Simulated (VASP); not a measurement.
Here is the system:

```
Si
1.0
    0.00000     2.71782     2.71782
    2.71782     0.00000     2.71782
    2.71782     2.71782     0.00000
Si
2
Cartesian
  0.00000   0.00000   0.00000
  1.35891   1.35891   1.35891
```

Method: PBEsol GGA, VASP's PBE PAW potentials (set 64) (plane waves; VASP 6.6.1). Run with 400 eV cut-off, 11×11×11 Γ-centred mesh, Gaussian smearing of 0.010 eV, potentials Si.

Q: What does the run give for the energy per atom (σ→0)?

A: 
| Property | Value |
|---|---|
| energy per atom (σ→0) | -5.747 eV/atom |

Only differences to runs with the same potentials and settings are physical.

The compound is Si in the diamond structure. It was relaxed first.
